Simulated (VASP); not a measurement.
Here is the system:

```xyz
3
Lattice="0.0000 2.5171 2.5171 2.5171 0.0000 2.5171 2.5171 2.5171 0.0000" Properties=species:S:1:pos:R:3 pbc="T T T"
Hf     0.0000     0.0000     0.0000
O      1.2585     1.2585     1.2585
O      3.7756     3.7756     3.7756
```

The numbers are results of r2SCAN meta-GGA, VASP's PBE PAW potentials (set 64) (plane waves; VASP), not measurements. Settings: PREC = Normal, EDIFF = 1E-5, 450 eV cut-off, 10×10×10 Γ-centred mesh, Gaussian smearing of 0.050 eV, potentials Hf_pv O.

At this cut-off the stress carries a Pulay error, which pulls relaxed volumes low.

Q: Give the stress tensor in GPa (positive for a compressed cell).

A: 
```
-1.16   0.00   0.00
 0.00  -1.16   0.00
 0.00   0.00  -1.16
```
The pressure is its mean diagonal, -1.16 GPa.

The compound is HfO2 in the fluorite structure, the high-temperature cubic form, which is unstable at 0 K; the monoclinic form is the stable one. It was relaxed first.
